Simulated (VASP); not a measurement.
Energy against volume of KBr (rock salt). Method: RPBE GGA, VASP's PBE PAW potentials (set 64) (plane waves; VASP). Run with 520 eV cut-off, 7×7×7 Γ-centred mesh, Gaussian smearing of 0.050 eV, potentials K_sv Br.

```
V (Å³/atom)  E (eV/atom)
-----------  -----------
39.000          -2.95716
40.245          -2.96170
41.489          -2.96326
42.734          -2.96233
```

Fit these four points and predict the energy of the run at 43.979 Å³/atom.

A cubic in V^(−2/3), the third-order Birch-Murnaghan form, passes through the four points with V0 = 41.61 Å³/atom and B0 = 11 GPa, and gives -2.9593 eV/atom there. The run gave -2.9593 eV/atom, +0.1 meV/atom from the fit; all five points give B0 = 11 GPa.

The compound is KBr in the rock salt structure. It was relaxed first, which changed the volume by +16 %.
